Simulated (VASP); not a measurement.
Energy against volume of MnF$_{2}$ (rutile). Computed with optB88-vdW, VASP's PBE PAW potentials (set 64) (plane waves; VASP). Settings: 520 eV cut-off, 5×5×7 Γ-centred mesh, Gaussian smearing of 0.050 eV, potentials Mn_pv F.

Shape and ions are relaxed at each volume.

| V (Å³/atom) | E (eV/atom) |
|---|---|
| 12.296 | -4.17550 |
| 12.689 | -4.18848 |
| 13.081 | -4.19323 |
| 13.474 | -4.19105 |

Fit these four points and predict the energy of the run at 13.866 Å³/atom.

A cubic in V^(−2/3), the third-order Birch-Murnaghan form, passes through the four points with V0 = 13.14 Å³/atom and B0 = 92 GPa, and gives -4.1830 eV/atom there. The run gave -4.1831 eV/atom, -0.0 meV/atom from the fit; all five points give B0 = 92 GPa.

The compound is MnF2 in the rutile structure. It was relaxed first.
